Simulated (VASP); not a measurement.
Output of a VASP run:

**OSZICAR**
```
       N       E                     dE             d eps       ncg     rms          rms(c)
DAV:   1     0.238807828050E+03    0.23881E+03   -0.21636E+04   460   0.162E+03
DAV:   2    -0.377096349324E+02   -0.27652E+03   -0.27199E+03   592   0.354E+02
DAV:   3    -0.501274452470E+02   -0.12418E+02   -0.12397E+02   589   0.753E+01
DAV:   4    -0.503448646715E+02   -0.21742E+00   -0.21736E+00   677   0.921E+00
DAV:   5    -0.503473887119E+02   -0.25240E-02   -0.25240E-02   605   0.718E-01    0.654E+01
DAV:   6    -0.435103500554E+02    0.68370E+01   -0.41083E+01   530   0.388E+01    0.564E+01
DAV:   7    -0.434271656398E+02    0.83184E-01   -0.21920E+00   611   0.102E+01    0.338E+01
DAV:   8    -0.434171284457E+02    0.10037E-01   -0.22105E-01   600   0.424E+00    0.484E+00
DAV:   9    -0.434057612795E+02    0.11367E-01   -0.71918E-02   565   0.174E+00    0.173E+00
DAV:  10    -0.434055244154E+02    0.23686E-03   -0.87223E-03   593   0.647E-01    0.552E-01
DAV:  11    -0.434054223141E+02    0.10210E-03   -0.64651E-04   572   0.181E-01    0.139E-01
DAV:  12    -0.434054529951E+02   -0.30681E-04   -0.73103E-05   664   0.601E-02    0.156E-01
DAV:  13    -0.434054567484E+02   -0.37533E-05   -0.78518E-06   610   0.205E-02    0.744E-03
DAV:  14    -0.434054565898E+02    0.15865E-06   -0.63786E-07   572   0.553E-03    0.584E-03
DAV:  15    -0.434054563846E+02    0.20517E-06   -0.31372E-07   508   0.396E-03    0.237E-03
DAV:  16    -0.434054563990E+02   -0.14384E-07   -0.20182E-08   391   0.106E-03
   1 F= -.43405456E+02 E0= -.43405456E+02  d E =-.333487E-15
```

OUTCAR:
```
------------------------ aborting loop because EDIFF is reached ----------------------------------------
  FORCE on cell =-STRESS in cart. coord.  units (eV):
  Direction    XX          YY          ZZ          XY          YZ          ZX
  --------------------------------------------------------------------------------------
  Total        4.8938044      4.8938044      4.8938044     -0.0000000     -0.0000000      0.0000000
  in kB      112.4686839    112.4686839    112.4686839     -0.0000000     -0.0000000      0.0000000
  external PRESSURE =     112.4686839 kB  Pullay stress =       0.0000000 kB
  volume of cell :       69.71
      direct lattice vectors                 reciprocal lattice vectors
     4.115682453  0.000000000  0.000000000     0.242973070  0.000000000  0.000000000
     0.000000000  4.115682453  0.000000000     0.000000000  0.242973070  0.000000000
     0.000000000  0.000000000  4.115682453     0.000000000  0.000000000  0.242973070
 POSITION                                       TOTAL-FORCE (eV/Angst)
 -----------------------------------------------------------------------------------
      0.00000      0.00000      0.00000         0.000000      0.000000      0.000000
      2.05784      2.05784      2.05784         0.000000      0.000000      0.000000
      2.05784      0.00000      2.05784         0.000000      0.000000      0.000000
      0.00000      2.05784      2.05784         0.000000      0.000000      0.000000
      2.05784      2.05784      0.00000         0.000000      0.000000      0.000000
 -----------------------------------------------------------------------------------
    total drift:                                0.000000     -0.000000     -0.000000
  FREE ENERGIE OF THE ION-ELECTRON SYSTEM (eV)
  ---------------------------------------------------
  free  energy   TOTEN  =       -43.4054563990 eV

  energy  without entropy=      -43.4054563990  energy(sigma->0) =      -43.40545640
```
(Selected blocks of OUTCAR.)

### POSCAR
```
BaHfO3
1
    4.1156824530     0.0000000000     0.0000000000
    0.0000000000     4.1156824530     0.0000000000
    0.0000000000     0.0000000000     4.1156824530
Ba Hf O
1 1 3
Direct
  0.0000000000   0.0000000000   0.0000000000
  0.5000000000   0.5000000000   0.5000000000
  0.5000000000   0.0000000000   0.5000000000
  0.0000000000   0.5000000000   0.5000000000
  0.5000000000   0.5000000000   0.0000000000
```

Question: Write an INCAR and KPOINTS that could have produced this output.

Answer: This is not unique; one that fits is the input of the run itself, PBE GGA, plane waves, VASP's PBE PAW potentials (set 64).

**INCAR**
```
ALGO = Normal
EDIFF = 1E-7
ENCUT = 520
GGA = PE
ISIF = 2
ISMEAR = 0
LASPH = .TRUE.
LCHARG = .FALSE.
LMAXMIX = 6
LREAL = .FALSE.
LWAVE = .FALSE.
NELM = 100
PREC = Accurate
SIGMA = 0.05
SYSTEM = BaHfO3
```

### KPOINTS
```
Automatic mesh
0
Gamma
5 5 5
0 0 0
```

POTCAR, in this order: Ba_sv Hf_pv O (PBE.64 set). Program: vasp_std.

The compound is BaHfO3 in the cubic perovskite structure. This cell is one point of a volume scan, at 0.94 of the reference volume.
